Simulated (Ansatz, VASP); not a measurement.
# NbP: VASP beside Ansatz, part 2 of 2

Wanted: the spread between two codes on one cell, functional and k mesh.

VASP 6.6.1 and Ansatz 0.2.0.

So far: Starting point; VASP: relaxation of cell and atoms, r2SCAN with rVV10.

**3. Ansatz: relaxation of cell and atoms, r2SCAN with rVV10**

Level of this step: Ansatz beside VASP: Kohn-Sham DFT, plane waves, r2SCAN with rVV10 (Ansatz).

Ansatz runs on its default PAW (the set named soft_2) files.

The same cell, functional, mesh and smearing now go to Ansatz, which takes its cutoff from its data sets.

Input file input.yaml:

```yaml
crystal:
  lattice:
    - [-1.6749232544, 1.6749232544, 5.7401081759]
    - [1.6749232544, -1.6749232544, 5.7401081759]
    - [1.6749232544, 1.6749232544, -5.7401081759]
  atoms:
    - { symbol: Nb, position: [0.7498808, 0.7498808, 0.0] }
    - { symbol: Nb, position: [0.4998808, 0.9998808, 0.5] }
    - { symbol: P, position: [0.33274777, 0.33274777, 0.0] }
    - { symbol: P, position: [0.08274778, 0.58274778, 0.5] }
hamiltonian:
  xc: r2scan
  pseudopotentials: { kind: paw }
  dispersion: rvv10
kpoints:
  mp_grid: { grid: [8, 8, 8] }
scf:
  occupations: { method: fermi_dirac, width: 0.05 }
relax:
  f_tol: 0.01
  max_steps: 60
  cell: { stress_tol: 0.05 }
output:
  forces: true
  stress: true
```

Started as:

```sh
ansatz run input.yaml --threads 4 --pin off --max-ram 9216MiB --backend cpu --events-out ev --progress --plain --runs-dir out
```

Numbers of over 12 decimals in the logs are rounded to 6 here.

What it wrote:

```text
basis.fft_grid_basis auto: the FFT boxes are laid along the combinations [[1, 0, 1], [0, 1, 1], [0, 0, 1]] of the cell's own vectors, 3.350, 3.350 and 6.210 Å long. The dense box has 30×30×54 points. Along the cell's own vectors, as sized, it would have 54×54×54, 3.24 times as many. Of the 8 symmetry operations that the crystal satisfies within crystal.symmetry.tolerance (time reversal apart; of a slab, those that ke [...]
Engine: ansatz 0.2.0, aarch64-unknown-linux-gnu
Pseudopotentials: kind: paw
Pseudopotential: Nb, paw, valence charge 13, recommended cutoff 500 eV (meta_gga), Nb.paw.azcp
Pseudopotential: P, paw, valence charge 5, recommended cutoff 500 eV (meta_gga), P.paw.azcp
Functional definition: r2SCAN+rVV10
  parameter k0 = 0.174
  parameter k1 = 0.065
  parameter a1 = 4.9479
  exchange = r2scan_x(k0 = k0, k1 = k1, a1 = a1)
  correlation = r2scan_c + rvv10(11.95, 0.0093)
Crystal: 4 atoms, lattice volume = 64.412 Å³
Basis set: ecut = 500 eV, 1625 PW (Γ), FFT grids on a1+a3, a2+a3, a3, exchange–correlation on 120×120×216 points (64 copies of the dense FFT grid, shifted against one another)
Bands: 22, of which v1, the nominal top of the filled ones, is band 18 counted from 1 (17 counted from 0)
Symmetry: 8 space group operations
Space group: I41md (ITA 109), of the structure as read, at distance tolerance 4.0e-5 Å
k-points: 59 of 512 (time reversal used)
Non-local potential: Nb, projectors of the file, l = 0: 3, l = 1: 2, l = 2: 2, l = 3: 1
Non-local potential: P, projectors of the file, l = 0: 2, l = 1: 2, l = 2: 2
PAW form: soft (Blöchl's): semilocal exchange-correlation on the pseudo side does not see the compensation charge
rVV10 density: all electrons in the spheres
PAW frozen core: Nb, regenerated for the run's functional (the file was generated under x = pbe(κ = 0.804, μ = 0.219515), c = pbe(β = 0.066725))
PAW frozen core: P, regenerated for the run's functional (the file was generated under x = pbe(κ = 0.804, μ = 0.219515), c = pbe(β = 0.066725))
PAW one-centre angular grid: Nb, 590 points (default); XC on 160 Gauss nodes
PAW one-centre angular grid: P, 302 points (default); XC on 160 Gauss nodes
Initial density: superposition of atomic densities (neutral atoms: chi_scale 0, normalization atom), corrected by the library's trained network
Initial wavefunctions: pseudopotential atomic-orbital guess
Functional: x = r2scan, c = r2scan + rvv10(b = 11.95, C = 0.0093); τ floored in thin density (d = 2e-4 eV/Å³)
SCF iter   1: F=—  HF=-10646.159612 eV  |F-HF|=—  |Δ(HF+E_count)|=         —  Δρ=1.28e-2  dr2=1.19e-1  dr2_τ=4.99e-2  ethr=1.77e-3  ⟨swp⟩=6.1  Hψ=6492  notcnv=0
preconditioner: auto → Kerker (q_TF=auto, 2.476 Å⁻¹)  [metal: Δε(μ)=0.025 eV  Ē_g=6.980 eV  σ=0.050 eV  W_gap=0.12  n_scr=12 (ndim 8)  ℏωp=20.7 eV  f_vac=0.000  D(μ)=0.76/eV (n_scr^D=2)]
SCF iter   2: F=—  HF=-10646.203466 eV  |F-HF|=—  |Δ(HF+E_count)|=   4.39e-2  Δρ=6.40e-3  dr2=1.98e-2  dr2_τ=2.95e-3  ethr=3.31e-4  ⟨swp⟩=2.7  Hψ=2696  notcnv=0
SCF iter   3: F=—  HF=-10646.207724 eV  |F-HF|=—  |Δ(HF+E_count)|=   4.26e-3  Δρ=1.87e-3  dr2=1.36e-3  dr2_τ=7.69e-5  ethr=5.51e-5  ⟨swp⟩=2.9  Hψ=2567  notcnv=0
SCF iter   4: F=—  HF=-10646.208845 eV  |F-HF|=—  |Δ(HF+E_count)|=   1.12e-3  Δρ=3.65e-4  dr2=7.94e-5  dr2_τ=4.25e-6  ethr=3.77e-6  ⟨swp⟩=2.6  Hψ=2173  notcnv=0
SCF iter   5: F=—  HF=-10646.208905 eV  |F-HF|=—  |Δ(HF+E_count)|=   5.98e-5  Δρ=8.38e-5  dr2=3.61e-6  dr2_τ=2.14e-7  ethr=2.21e-7  ⟨swp⟩=2.0  Hψ=2043  notcnv=0
SCF iter   6: F=—  HF=-10646.208907 eV  |F-HF|=—  |Δ(HF+E_count)|=   2.45e-6  Δρ=1.86e-5  dr2=3.12e-7  dr2_τ=2.80e-8  ethr=1.00e-8  ⟨swp⟩=2.0  Hψ=1885  notcnv=0
SCF iter   7: F=-10646.208908 eV  HF=-10646.208908 eV  |F-HF|=1.52e-8  |Δ(HF+E_count)|=   1.24e-7  Δρ=5.31e-6  dr2=1.82e-8  dr2_τ=9.23e-10  ethr=2.78e-10  ⟨swp⟩=4.1  Hψ=4390  notcnv=0
SCF 1 converged in 7 iterations: F = -10646.208908 eV  dr2 = 1.82e-8
  greatest PAW one-centre occupation: 1.000 electrons in one spin orbital (limit 2), on the Nb atom at site 1 (counted from 0), in its partial waves of l = 0
relax step   1: F+E_penalty+E_count = -10646.20890760 eV  Δ(F+E_penalty+E_count) = +0.000e0 eV  max|allowed force component| = 6.222e-4 eV/Å  Δτ_max = 0.0000 Å  P = -2.734 GPa  Ω = 64.412 Å³  (7 SCF iters, dr2 threshold 1.00e-7 eV, accepted)
[...]
relax step   2: F+E_penalty+E_count = -10646.21339837 eV  Δ(F+E_penalty+E_count) = -4.491e-3 eV  max|allowed force component| = 3.116e-3 eV/Å  Δτ_max = 0.0001 Å  P = +2.013 GPa  Ω = 62.895 Å³  energy of the carried Pulay correction = +5.918e-4 eV  (7 SCF iters, dr2 threshold 4.00e-7 eV, accepted)
[...]
relax step   3: F+E_penalty+E_count = -10646.21701776 eV  Δ(F+E_penalty+E_count) = -3.619e-3 eV  max|allowed force component| = 4.279e-3 eV/Å  Δτ_max = 0.0004 Å  P = -0.044 GPa  Ω = 63.538 Å³  energy of the carried Pulay correction = +3.396e-4 eV  (5 SCF iters, dr2 threshold 4.00e-7 eV, accepted)
[...]
relax step   4: F+E_penalty+E_count = -10646.21703233 eV  Δ(F+E_penalty+E_count) = -1.456e-5 eV  max|allowed force component| = 4.404e-3 eV/Å  Δτ_max = 0.0005 Å  P = -0.003 GPa  Ω = 63.519 Å³  energy of the carried Pulay correction = +3.467e-4 eV  (4 SCF iters, dr2 threshold 2.05e-8 eV, accepted)
[...]
relax step   5: F+E_penalty+E_count = -10646.21669892 eV  Δ(F+E_penalty+E_count) = +3.334e-4 eV  max|allowed force component| = 4.404e-3 eV/Å  Δτ_max = 0.0000 Å  P = -0.004 GPa  Ω = 63.519 Å³  stress off target by 1.02e-2 GPa  SCF on the basis re-selected at this cell (its energy is not comparable with the rows above)  (5 SCF iters)
basis re-selected at this cell: Δ(F+E_penalty+E_count) = +3.334e-4 eV, ΔP = -0.002 GPa vs the last step (what re-selecting the basis moved, of the pressure what is left beyond the Pulay correction that the steps carried, after the strain that the cell walked since its last selection, with what the two solves' SCF thresholds leave and, on support functions, any second-order correction that the steps lacked; it is no m [...]
SCF converged after 5 iterations
Free energy (F): -10646.216699 eV
Harris-Foulkes:  -10646.216699 eV  (|F-HF|=0.00e0)
Internal energy: -10646.210124 eV  (E = F + TS)
E sigma→0 (E₀):  -10646.213412 eV
Entropy (-TS):   -0.006575 eV (-1.644 meV/atom)
Fermi energy:    15.116873 eV
--- Per-component energies (eV) ---
  E_band       = -164.953436
  E_kinetic    = 933.139766
  E_local      = -1703.660853  (includes V_loc(G=0)·N_el)
  E_nonlocal   = 302.767835
  E_hartree    = 553.310186
  E_xc         = -456.340877
  E_vxc        = -608.547901  (∫ρ·V_xc dr)
  E_paw        = -7331.351855  (= ΣΔE_a)
  E_vpaw       = -230.728578  (= ΣTr[D̂ρ^β])
  E_aug_tail   = 0.000008  (compensation charges beyond the density's cutoff)
  E_vtau       = 35.455858  (kinetic-family band-sum trace: ∫τ·v_τ [+ j·A + Jᵃ·Aᵃ] dr)
  E_ewald      = -2943.507788
  E_core_change = -0.566546  (= ΣΔE_core)
  E_smearing   = -0.006575  (= −TS)
  E_closure    = 0.000000  (closes the sum)
  Σ components = -10646.216699   (vs F -10646.216699, Δ=0.00e0)
--- Forces (eV/Å), atoms counted from 1 ---
  atom   1  Nb    -0.00000000     0.00000000    -0.00440369
  atom   2  Nb     0.00000000     0.00000000    -0.00440369
  atom   3  P     -0.00000000     0.00000000     0.00440355
  atom   4  P      0.00000000    -0.00000000     0.00440355
  max |Σ_I F_I| component: 2.82e-7 eV/Å
--- Stress (GPa, compression-positive) ---
       -0.010208       0.000000      -0.000000
        0.000000      -0.010208      -0.000000
       -0.000000      -0.000000       0.007572
  P = ⅓ Tr σ = -0.0043 GPa (-0.043 kbar)
--- Relaxed structure (4 steps of the walk, 4 accepted, 1 SCFs on fresh bases) ---
  F+E_penalty+E_count = -10646.21669892 eV   max|allowed force component| = 4.404e-3 eV/Å   (the final SCF, on the basis selected at the relaxed cell)
  cell:  # Å, volume = 63.5191 Å³
    - [-1.666757, 1.666757, 5.716099]
    - [1.666757, -1.666757, 5.716099]
    - [1.666757, 1.666757, -5.716099]
  atoms:
    - { symbol: Nb, position: [0.749901, 0.749901, 0] }
    - { symbol: Nb, position: [0.499901, 0.999901, 0.5] }
    - { symbol: P, position: [0.332727, 0.332727, 0.0] }
    - { symbol: P, position: [0.082727, 0.582727, 0.5] }
```

It took 30 s on 4 threads of Arm Neoverse V2, shared host; peak memory 0.64 GiB; 2 min of CPU time.

**4. Side by side**

Known differences besides the potentials themselves: VASP keeps PBE cores, Ansatz makes them for the functional; both relaxations stop at a tolerance, which leaves soft axes loose, and VASP keeps its plane-wave basis; the cutoff is 500 eV in Ansatz and 520 eV in VASP; Ansatz adds a Pulay correction to the stress that steers its cell, VASP none. Total energies have different zeros and are not compared.

Both answers:

```csv
quantity,Ansatz,VASP,difference
volume (Å³),63.52,63.46,+0.10 %
"edge a after relaxation, in the typed setting (Å)",6.183,6.182,+0.01 %
```

The walks stopped with 0.00 GPa left in Ansatz and -0.05 GPa in VASP; each walk ends within a tolerance, so the volume difference is uncertain by about these residues over the bulk modulus, most in soft cells.

**5. Results**

```
difference in volume (relaxation of cell and atoms, r2SCAN with rVV10) : 0.097 %
```

The difference in volume is 0.097 % (relaxation of cell and atoms, r2SCAN with rVV10), within the 1.2 % picked in this series as the mark of a large difference, as far as the stopping tolerances let one tell. How closely two codes agree says nothing of how well the functional describes the real material.

[Lines on the potential files, build, host, timing and source positions are cut from VASP's logs without a mark.]

[Logs are printed without paths, hosts, clocks, repeated set-up lines and the standing remarks that a program may print on its own settings, such as how far it seeks lower states.]

[Hosts, paths, dates, database ids (printed as entryN), source tags and the programs' standing remarks are cut or masked in the printed files.]
